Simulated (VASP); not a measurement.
Sc:

```
CELL_PARAMETERS angstrom
3.27859 0.00000 0.00000
-1.63929 2.83934 0.00000
0.00000 0.00000 5.08486
ATOMIC_POSITIONS crystal
Sc 0.33333 0.66667 0.25000
Sc 0.66667 0.33333 0.75000
```

Base run:

| Quantity | Value |
| --- | --- |
| Program | VASP 6.6.1 |
| Functional | r2SCAN |
| Potentials or basis | VASP PAW PBE potentials, release 64 (Sc_sv) |
| Cutoff | 520 eV |
| k mesh | 15 × 15 × 8 |
| Occupations | gaussian, width 0.1 eV |
| Spin | no spin polarisation |

Its results: band gap on the k mesh none (metal or under the smearing width); pressure 3.3 GPa.

Question: The run is repeated on the same cell with these changes: functional from r2SCAN to PBEsol; cutoff from 520 eV to 700 eV. What comes out?

Answer: Band gap on the k mesh none (metal or under the smearing width); pressure 0.0 GPa.

Caveats: the PAW data sets were made with another functional, which shifts forces and pressure a little.
